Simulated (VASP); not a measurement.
Here is the system:

```
CELL_PARAMETERS angstrom
      0.00000     3.05381     3.05381
      3.05381     0.00000     3.05381
      3.05381     3.05381     0.00000
ATOMIC_POSITIONS crystal
  In 0.00000 0.00000 0.00000
  As 0.25000 0.25000 0.25000
```

Computed with r2SCAN meta-GGA, VASP's PBE PAW potentials (set 64) (plane waves; VASP 6.6.1). Settings: 400 eV cut-off, 7×7×7 Γ-centred mesh, Gaussian smearing of 0.050 eV, potentials In_d As.

Unless said otherwise, spin-orbit coupling is left out, though it shifts the bands of the heavy elements here.

Q: Predict the energy per atom (σ→0), band gap (on the k-mesh) with the smallest direct gap where there is one.

A: 
```yaml
band gap (on the k-mesh): 0.08 eV
smallest direct gap (on the k-mesh): 0.08 eV
energy per atom (σ→0): -19.027 eV/atom
```

Total energies compare only between runs with the same potentials, cut-off and functional.

The compound is InAs in the zinc blende structure. It was relaxed first. The start is the result of an earlier pass.
